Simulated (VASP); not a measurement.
Input:

```yaml
crystal:
  lattice:
    - [1.66087, 0.95890, 5.61892]
    - [-1.66087, 0.95890, 5.61892]
    - [0.00000, -1.91780, 5.61892]
  atoms:
    - { symbol: Ca, position: [0.00000, 0.00000, 0.00000] }
    - { symbol: Zr, position: [0.50000, 0.50000, 0.50000] }
    - { symbol: N, position: [0.23820, 0.23820, 0.23820] }
    - { symbol: N, position: [0.76180, 0.76180, 0.76180] }
```

Computed with modified Becke-Johnson potential (mBJ), VASP's PBE PAW potentials (set 64) (plane waves; VASP). Run with 500 eV cut-off, 6×6×6 Γ-centred mesh, Gaussian smearing of 0.050 eV, potentials Ca_sv Zr_sv N.

mBJ is a potential without an energy functional, so only the levels count.

Task: Give the energies of bands 11 to 19 at the high-symmetry points, in eV from the valence-band maximum.

Result: 
```csv
band,Γ,T,H2,L,S0,F
11,-4.07,-3.11,-3.01,-3.57,-3.05,-4.16
12,-2.86,-2.66,-2.77,-2.39,-2.67,-2.62
13,-2.86,-2.66,-2.50,-2.35,-2.57,-2.47
14,-0.20,-1.73,-1.91,-2.18,-1.93,-1.93
15,0.00,-0.53,-1.87,-1.50,-1.85,-0.60
16,0.00,-0.53,-1.32,-1.02,-1.31,-0.59
17,3.17,3.43,3.40,2.71,3.46,1.36
18,3.17,3.43,4.36,4.21,4.61,5.33
19,3.66,4.22,4.88,5.38,4.64,5.37
```

The gap is indirect, 1.36 eV, from the valence maximum at Γ to the conduction minimum at F.

The structure comes from a computed database's CaZrN2 entry (R-3m); how it stands against other phases isn't given here. It was relaxed first. The cell's shape comes from a PBE relaxation.
